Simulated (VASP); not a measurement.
Computed with PBE GGA, VASP's PBE PAW potentials (set 64) (plane waves; VASP).

The input files of a VASP run:

### POSCAR
```
Al27As26
1
    0.0000000000     8.5986590583     8.5986590583
    8.5986590583     0.0000000000     8.5986590583
    8.5986590583     8.5986590583     0.0000000000
Al As
27 26
Direct
  0.0000000000   0.0000000000   0.0000000000
  0.0000000000   0.0000000000   0.3333330000
  0.0000000000   0.0000000000   0.6666670000
  0.0000000000   0.3333330000   0.0000000000
  0.0000000000   0.3333330000   0.3333330000
  0.0000000000   0.3333330000   0.6666670000
  0.0000000000   0.6666670000   0.0000000000
  0.0000000000   0.6666670000   0.3333330000
  0.9988450000   0.6677730000   0.6622810000
  0.3333330000   0.0000000000   0.0000000000
  0.3333330000   0.0000000000   0.3333330000
  0.3333330000   0.0000000000   0.6666670000
  0.3333330000   0.3333330000   0.0000000000
  0.3333330000   0.3333330000   0.3333330000
  0.3315820000   0.3374490000   0.6650280000
  0.3333330000   0.6666670000   0.0000000000
  0.3343770000   0.6653920000   0.3366150000
  0.3336830000   0.6674160000   0.6635820000
  0.6666670000   0.0000000000   0.0000000000
  0.6666670000   0.0000000000   0.3333330000
  0.6666670000   1.0000000000   0.6666670000
  0.6666670000   0.3333330000   0.0000000000
  0.6666670000   0.3333330000   0.3333330000
  0.6666670000   0.3333330000   0.6666670000
  0.6666670000   0.6666670000   0.0000000000
  0.6666670000   0.6666670000   0.3333330000
  0.6666670000   0.6666670000   0.6666670000
  0.2500000000   0.2500000000   0.2500000000
  0.2500000000   0.2500000000   0.5833330000
  0.2500000000   0.2500000000   0.9166670000
  0.2500000000   0.5833330000   0.2500000000
  0.2500000000   0.5833330000   0.9166670000
  0.2500000000   0.9166670000   0.2500000000
  0.2500000000   0.9166670000   0.5833330000
  0.2500000000   0.9166670000   0.9166670000
  0.5833330000   0.2500000000   0.2500000000
  0.5833330000   0.2500000000   0.5833330000
  0.5833330000   0.2500000000   0.9166670000
  0.5833330000   0.5833330000   0.2500000000
  0.5833330000   0.5833330000   0.5833330000
  0.5833330000   0.5833330000   0.9166670000
  0.5833330000   0.9166670000   0.2500000000
  0.5833330000   0.9166670000   0.5833330000
  0.5833330000   0.9166670000   0.9166670000
  0.9166670000   0.2500000000   0.2500000000
  0.9166670000   0.2500000000   0.5833330000
  0.9166670000   0.2500000000   0.9166670000
  0.9166670000   0.5833330000   0.2500000000
  0.9166670000   0.5833330000   0.5833330000
  0.9166670000   0.5833330000   0.9166670000
  0.9166670000   0.9166670000   0.2500000000
  0.9166670000   0.9166670000   0.5833330000
  0.9166670000   0.9166670000   0.9166670000
```

### KPOINTS
```
Automatic mesh
0
Gamma
1 1 1
0 0 0
```

**INCAR**
```
SYSTEM  =  Al27As26
PREC  =  Normal; ENCUT  =  400; LREAL  =  Auto
LASPH  =  .True.; ISYM  =  0; NELECT  =  210.0
EDIFF  =  1E-5; NELM  =  100; NELMIN  =  4
ALGO  =  Fast; LMAXMIX  =  4
ISMEAR  =  0; SIGMA  =  0.05
GGA  =  PE
IBRION  =  2; NSW  =  60; ISIF  =  2
EDIFFG  =  -0.03
LWAVE  =  .False.; LCHARG  =  .False.
```

POTCAR, in this order: Al As (PBE.64 set). Program: vasp_gam.

What VASP printed:

OSZICAR:
```
       N       E                     dE             d eps       ncg     rms          rms(c)
DAV:   1     0.105058746657E+04    0.10506E+04   -0.74679E+04   264   0.110E+03
DAV:   2    -0.120982052520E+03   -0.11716E+04   -0.11084E+04   348   0.195E+02
DAV:   3    -0.243661758509E+03   -0.12268E+03   -0.12138E+03   312   0.639E+01
DAV:   4    -0.247456330373E+03   -0.37946E+01   -0.37779E+01   328   0.124E+01
DAV:   5    -0.247546630608E+03   -0.90300E-01   -0.90047E-01   376   0.207E+00    0.169E+01
RMM:   6    -0.240819247713E+03    0.67274E+01   -0.11423E+01   264   0.495E+00    0.985E+00
RMM:   7    -0.239985050986E+03    0.83420E+00   -0.13647E+01   266   0.537E+00    0.345E+00
RMM:   8    -0.239998127323E+03   -0.13076E-01   -0.23888E+00   264   0.279E+00    0.130E+00
RMM:   9    -0.239917423072E+03    0.80704E-01   -0.33939E-01   267   0.103E+00    0.367E-01
RMM:  10    -0.239943121430E+03   -0.25698E-01   -0.17596E-01   267   0.621E-01    0.551E-01
RMM:  11    -0.239926753244E+03    0.16368E-01   -0.51186E-02   264   0.403E-01    0.120E-01
RMM:  12    -0.239927095094E+03   -0.34185E-03   -0.61251E-03   269   0.153E-01    0.698E-02
RMM:  13    -0.239927020714E+03    0.74380E-04   -0.29046E-03   268   0.883E-02    0.181E-02
RMM:  14    -0.239927068861E+03   -0.48148E-04   -0.43381E-04   270   0.440E-02    0.181E-02
RMM:  15    -0.239927068471E+03    0.39003E-06   -0.78792E-05   247   0.192E-02
   1 F= -.23992707E+03 E0= -.23992707E+03  d E =-.239927E+03
       N       E                     dE             d eps       ncg     rms          rms(c)
DAV:   1    -0.240008295123E+03   -0.81226E-01   -0.19906E+00   320   0.297E+00    0.463E-01
RMM:   2    -0.240016019311E+03   -0.77242E-02   -0.14357E-01   264   0.729E-01    0.169E-01
RMM:   3    -0.240016632677E+03   -0.61337E-03   -0.29412E-02   266   0.326E-01    0.123E-01
RMM:   4    -0.240016881253E+03   -0.24858E-03   -0.60692E-03   278   0.149E-01    0.723E-02
RMM:   5    -0.240016943547E+03   -0.62294E-04   -0.11794E-03   276   0.783E-02    0.252E-02
RMM:   6    -0.240016981968E+03   -0.38421E-04   -0.36111E-04   292   0.403E-02    0.171E-02
RMM:   7    -0.240016987714E+03   -0.57460E-05   -0.62051E-05   221   0.176E-02
   2 F= -.24001699E+03 E0= -.24001699E+03  d E =-.899192E-01
       N       E                     dE             d eps       ncg     rms          rms(c)
DAV:   1    -0.240022628085E+03   -0.56461E-02   -0.23940E-01   304   0.103E+00    0.160E-01
RMM:   2    -0.240023549694E+03   -0.92161E-03   -0.16839E-02   264   0.252E-01    0.584E-02
RMM:   3    -0.240023627612E+03   -0.77918E-04   -0.34665E-03   266   0.113E-01    0.428E-02
RMM:   4    -0.240023658268E+03   -0.30656E-04   -0.72645E-04   277   0.520E-02    0.252E-02
RMM:   5    -0.240023666678E+03   -0.84104E-05   -0.14261E-04   265   0.275E-02    0.885E-03
RMM:   6    -0.240023671390E+03   -0.47114E-05   -0.39818E-05   200   0.143E-02
   3 F= -.24002367E+03 E0= -.24002367E+03  d E =-.966029E-01
       N       E                     dE             d eps       ncg     rms          rms(c)
DAV:   1    -0.240023682095E+03   -0.15417E-04   -0.14708E-03   312   0.813E-02    0.123E-02
RMM:   2    -0.240023690403E+03   -0.83070E-05   -0.11615E-04   250   0.210E-02    0.499E-03
RMM:   3    -0.240023691588E+03   -0.11857E-05   -0.21335E-05   172   0.948E-03    0.437E-03
RMM:   4    -0.240023691855E+03   -0.26726E-06   -0.46105E-06   152   0.442E-03
   4 F= -.24002369E+03 E0= -.24002369E+03  d E =-.966234E-01
       N       E                     dE             d eps       ncg     rms          rms(c)
DAV:   1    -0.240028641607E+03   -0.49500E-02   -0.92403E-02   288   0.626E-01    0.101E-01
RMM:   2    -0.240029031996E+03   -0.39039E-03   -0.56017E-03   264   0.150E-01    0.393E-02
RMM:   3    -0.240029086944E+03   -0.54948E-04   -0.10045E-03   268   0.662E-02    0.264E-02
RMM:   4    -0.240029096953E+03   -0.10009E-04   -0.18659E-04   274   0.294E-02    0.127E-02
RMM:   5    -0.240029101031E+03   -0.40777E-05   -0.40049E-05   196   0.151E-02
   5 F= -.24002910E+03 E0= -.24002910E+03  d E =-.540918E-02
       N       E                     dE             d eps       ncg     rms          rms(c)
DAV:   1    -0.240030914092E+03   -0.18171E-02   -0.19811E-01   304   0.917E-01    0.149E-01
RMM:   2    -0.240031769823E+03   -0.85573E-03   -0.12214E-02   264   0.221E-01    0.579E-02
RMM:   3    -0.240031894965E+03   -0.12514E-03   -0.22102E-03   268   0.979E-02    0.394E-02
RMM:   4    -0.240031916555E+03   -0.21591E-04   -0.41138E-04   275   0.436E-02    0.189E-02
RMM:   5    -0.240031925219E+03   -0.86635E-05   -0.88265E-05   256   0.226E-02
   6 F= -.24003193E+03 E0= -.24003193E+03  d E =-.823336E-02
       N       E                     dE             d eps       ncg     rms          rms(c)
DAV:   1    -0.240033970372E+03   -0.20538E-02   -0.77952E-02   304   0.586E-01    0.891E-02
RMM:   2    -0.240034314686E+03   -0.34431E-03   -0.45324E-03   264   0.135E-01    0.343E-02
RMM:   3    -0.240034368589E+03   -0.53903E-04   -0.80406E-04   269   0.602E-02    0.227E-02
RMM:   4    -0.240034375374E+03   -0.67853E-05   -0.14610E-04   270   0.269E-02    0.103E-02
RMM:   5    -0.240034379048E+03   -0.36737E-05   -0.34478E-05   184   0.140E-02
   7 F= -.24003438E+03 E0= -.24003438E+03  d E =-.245383E-02
       N       E                     dE             d eps       ncg     rms          rms(c)
DAV:   1    -0.240034685565E+03   -0.31019E-03   -0.21837E-02   288   0.310E-01    0.471E-02
RMM:   2    -0.240034786090E+03   -0.10052E-03   -0.12986E-03   264   0.725E-02    0.182E-02
RMM:   3    -0.240034803374E+03   -0.17284E-04   -0.23693E-04   270   0.325E-02    0.124E-02
RMM:   4    -0.240034805795E+03   -0.24203E-05   -0.40969E-05   199   0.145E-02
   8 F= -.24003481E+03 E0= -.24003481E+03  d E =-.288058E-02
       N       E                     dE             d eps       ncg     rms          rms(c)
DAV:   1    -0.240034817962E+03   -0.14588E-04   -0.12183E-03   312   0.734E-02    0.113E-02
RMM:   2    -0.240034824648E+03   -0.66851E-05   -0.77988E-05   235   0.179E-02    0.518E-03
RMM:   3    -0.240034826206E+03   -0.15589E-05   -0.15011E-05   160   0.832E-03    0.386E-03
RMM:   4    -0.240034826628E+03   -0.42153E-06   -0.27325E-06   136   0.365E-03
   9 F= -.24003483E+03 E0= -.24003483E+03  d E =-.290141E-02
       N       E                     dE             d eps       ncg     rms          rms(c)
DAV:   1    -0.240035699857E+03   -0.87365E-03   -0.28945E-02   272   0.367E-01    0.550E-02
RMM:   2    -0.240035824146E+03   -0.12429E-03   -0.16326E-03   264   0.828E-02    0.221E-02
RMM:   3    -0.240035849413E+03   -0.25267E-04   -0.30341E-04   270   0.377E-02    0.157E-02
RMM:   4    -0.240035853095E+03   -0.36816E-05   -0.47122E-05   209   0.165E-02
  10 F= -.24003585E+03 E0= -.24003585E+03  d E =-.102647E-02
```

**OUTCAR**
```
------------------------ aborting loop because EDIFF is reached ----------------------------------------
  FORCE on cell =-STRESS in cart. coord.  units (eV):
  Direction    XX          YY          ZZ          XY          YZ          ZX
  --------------------------------------------------------------------------------------
  Total       -3.1122402     -3.1118208     -3.0740066     -0.0464390      0.0820563     -0.0342802
  in kB       -3.9215839     -3.9210554     -3.8734075     -0.0585155      0.1033952     -0.0431948
  external PRESSURE =      -3.9053490 kB  Pullay stress =       0.0000000 kB
  volume of cell :     1271.52
      direct lattice vectors                 reciprocal lattice vectors
     0.000000000  8.598659058  8.598659058    -0.058148602  0.058148602  0.058148602
     8.598659058  0.000000000  8.598659058     0.058148602 -0.058148602  0.058148602
     8.598659058  8.598659058  0.000000000     0.058148602  0.058148602 -0.058148602
  FREE ENERGIE OF THE ION-ELECTRON SYSTEM (eV)
  ---------------------------------------------------
  free  energy   TOTEN  =      -240.0358530948 eV

  energy  without entropy=     -240.0358530948  energy(sigma->0) =     -240.03585309

 reached required accuracy - stopping structural energy minimisation
```
(Selected blocks of OUTCAR.)

CONTCAR:
```
Al27As26
   1.00000000000000
     0.0000000000000000    8.5986590583000009    8.5986590583000009
     8.5986590583000009    0.0000000000000000    8.5986590583000009
     8.5986590583000009    8.5986590583000009    0.0000000000000000
  Al              As
    27    26
Direct
     0.9994342128132033    0.0002000713574610    0.0001579185051377
     0.9992915006143769    0.0006956325928244    0.3320666687434660
     0.9991032781413153    0.0004714780988139    0.6679374913961775
     0.9991978855621408    0.3325095190124583    0.0003468820403701
     0.0000561418521110    0.3333268388914068    0.3332554118085062
     0.9991458109964049    0.3322099991991141    0.6679338155462456
     0.9992731430227932    0.6679987142293444    0.0001033101383197
     0.9993312252182659    0.6679738788219712    0.3319497129952318
     0.9957458988099182    0.6682246940372044    0.6673542388007476
     0.3343742907873483    0.9990228347593936    0.9988937749368079
     0.3345498439551416    0.0007850535883129    0.3322274693652288
     0.3343488843163727    0.9991294400510984    0.6677333971491136
     0.3345396791384419    0.3325775734865429    0.0003293454979223
     0.3345440615633426    0.3325511841413397    0.3323640846789553
     0.3337978235984977    0.3318840465581753    0.6670810875966817
     0.3343293614672021    0.6676977125589164    0.9990182181717480
     0.3343362324699818    0.6671216603254553    0.3315989307130170
     0.3344012062201301    0.6676970281487680    0.6671027731252925
     0.6668639319824855    0.0002380341212091    0.0001662088908741
     0.6668502021789893    0.0002697415008300    0.3326637770470681
     0.6651915690112740    0.9992807096084375    0.6677581725050916
     0.6668500280842061    0.3327216711350673    0.0002003308614579
     0.6673085040927159    0.3323969478543781    0.3324165015958892
     0.6671908960948331    0.3323532567528808    0.6679127570831160
     0.6656252778862431    0.6677522139897909    0.9988641865139652
     0.6675514568952590    0.6679278885004489    0.3321535880075858
     0.6650879570005681    0.6678952048800025    0.6678685495168667
     0.2498906421190528    0.2502229891085129    0.2498626775572589
     0.2493359523718510    0.2518841733987948    0.5825180557951759
     0.2493064317409953    0.2518839630379799    0.9160815516370548
     0.2495373517439984    0.5826768006888884    0.2517276974516290
     0.2494208467806101    0.5827719578733426    0.9160554815832674
     0.2494969632591244    0.9162529450684761    0.2516644466551191
     0.2493058912744161    0.9166473082729175    0.5824367613682854
     0.2493565088573169    0.9168756186257436    0.9168925867833141
     0.5835758678569091    0.2497714675407018    0.2497480030851527
     0.5827645846448857    0.2519250504465704    0.5826272295603853
     0.5835696300427941    0.2497796615291914    0.9168802946161466
     0.5833255392290029    0.5825816734614018    0.2515496559165566
     0.5832781238748819    0.5825735112014583    0.5823897259413386
     0.5834600834502235    0.5826562052144929    0.9169511302108345
     0.5836112486677445    0.9169581100749908    0.2497040679411311
     0.5834577502513210    0.9170205962705198    0.5826051126486125
     0.5835250062231820    0.9169232994785375    0.9168736072079017
     0.9168192901051250    0.2501376419456214    0.2498268498361030
     0.9166718496284934    0.2499703825430930    0.5831618025665678
     0.9164019172734774    0.2497461890242323    0.9169044658304513
     0.9169972618721008    0.5831993764596597    0.2496081623059827
     0.9179147224109547    0.5825148977164382    0.5822836883789235
     0.9183151801365066    0.5826919950073467    0.9161272320346755
     0.9164199100941187    0.9169561924734452    0.2496632671593831
     0.9179945363231253    0.9168897768454958    0.5823635515915738
     0.9164146059942206    0.9169381884905013    0.9168732911062940
```

The cell is charged, with a uniform compensating background. The supercell is sampled at Γ alone, which is coarse: total energies, pressure and levels can be off, energies of defects by several tenths of an eV.

The cell is a supercell with a defect, built from a database entry that may be metastable or hypothetical: vac_As, charge +1. The run is not spin-polarised, so no state with unpaired spins was tried.
